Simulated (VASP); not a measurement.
RuS (relaxed from the NiAs type structure, space group P6_3/mmc): computed properties

Calculation: PBEsol GGA, VASP's PBE PAW potentials (set 64) (plane waves; VASP).

| Item | Result |
|---|---|
| space group | P6_3/mmc (194) |
| cell | a = 3.4415 Å, b = 3.4415 Å, c = 5.4301 Å, α = 90.00°, β = 90.00°, γ = 120.00° |
| volume per atom | 13.92 Å³/atom |
| band gap (over mesh and band path) | none (metal, semimetal or under 0.01 eV) |
| density | 7.94 g/cm³ |

```xyz
4
Lattice="3.4415 0.0000 0.0000 -1.7208 2.9805 0.0000 0.0000 0.0000 5.4301" Properties=species:S:1:pos:R:3 pbc="T T T"
Ru     0.0000     0.0000     0.0000
Ru     0.0000     0.0000     2.7150
S      0.0000     1.9870     1.3575
S      1.7208     0.9935     4.0726
```

The structure was generated: RuS was put into the NiAs type type (P6_3/mmc), which need not be its known phase. It was relaxed first, which changed the volume by -28 %. Symmetry was kept, so distortions that lower it aren't found.
